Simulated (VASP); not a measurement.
A convergence study with VASP on CdSe (zinc blende): a few settings are varied, all else stays as given below, so the limit is that of these other settings.

```yaml
crystal:
  lattice:
    - [0.00000, 3.02500, 3.02500]
    - [3.02500, 0.00000, 3.02500]
    - [3.02500, 3.02500, 0.00000]
  atoms:
    - { symbol: Cd, position: [0.00000, 0.00000, 0.00000] }
    - { symbol: Se, position: [0.25000, 0.25000, 0.25000] }
```

Method: PBEsol GGA, VASP's PBE PAW potentials (set 64) (plane waves; VASP). The last row used: 550 eV cut-off, 15×15×15 Γ-centred mesh, second-order Methfessel-Paxton smearing of 0.40 eV, potentials Cd Se.

```
setting                                   E (eV/atom)  pressure (GPa)  irreducible k-points
----------------------------------------  -----------  --------------  --------------------
ISMEAR = -1, SIGMA = 0.01, 4×4×4 mesh         -3.0592            1.41                     8
ISMEAR = -1, SIGMA = 0.1, 4×4×4 mesh          -3.0589            1.44                     8
ISMEAR = 0, SIGMA = 0.01, 4×4×4 mesh          -3.0592            1.41                     8
ISMEAR = 0, SIGMA = 0.2, 4×4×4 mesh           -3.0590            1.42                     8
ISMEAR = 1, SIGMA = 0.05, 4×4×4 mesh          -3.0591            1.41                     8
ISMEAR = 1, SIGMA = 0.2, 4×4×4 mesh           -3.0591            1.41                     8
ISMEAR = 2, SIGMA = 0.05, 4×4×4 mesh          -3.0591            1.41                     8
ISMEAR = 2, SIGMA = 0.2, 4×4×4 mesh           -3.0590            1.41                     8
ISMEAR = -1, SIGMA = 0.01, 9×9×9 mesh         -3.0866            1.19                    35
ISMEAR = -1, SIGMA = 0.2, 9×9×9 mesh          -3.0862            1.21                    35
ISMEAR = 0, SIGMA = 0.01, 9×9×9 mesh          -3.0866            1.19                    35
ISMEAR = 0, SIGMA = 0.4, 9×9×9 mesh           -3.0865            1.20                    35
ISMEAR = 1, SIGMA = 0.05, 9×9×9 mesh          -3.0866            1.19                    35
ISMEAR = 1, SIGMA = 0.4, 9×9×9 mesh           -3.0866            1.16                    35
ISMEAR = 2, SIGMA = 0.05, 9×9×9 mesh          -3.0866            1.19                    35
ISMEAR = 2, SIGMA = 0.4, 9×9×9 mesh           -3.0864            1.18                    35
ISMEAR = -1, SIGMA = 0.05, 15×15×15 mesh      -3.0868            1.19                   120
ISMEAR = -1, SIGMA = 0.2, 15×15×15 mesh       -3.0863            1.20                   120
ISMEAR = 0, SIGMA = 0.1, 15×15×15 mesh        -3.0868            1.19                   120
ISMEAR = 0, SIGMA = 0.4, 15×15×15 mesh        -3.0867            1.19                   120
ISMEAR = 1, SIGMA = 0.1, 15×15×15 mesh        -3.0868            1.19                   120
ISMEAR = 1, SIGMA = 0.4, 15×15×15 mesh        -3.0868            1.16                   120
ISMEAR = 2, SIGMA = 0.1, 15×15×15 mesh        -3.0868            1.19                   120
ISMEAR = 2, SIGMA = 0.4, 15×15×15 mesh        -3.0867            1.18                   120
```

Left out are rungs that failed or repeat a setting and relaxations that didn't move; long series are thinned to 24 rows.

The compound is CdSe in the zinc blende structure, whereas wurtzite is the usual form. The cell was not relaxed at this level.
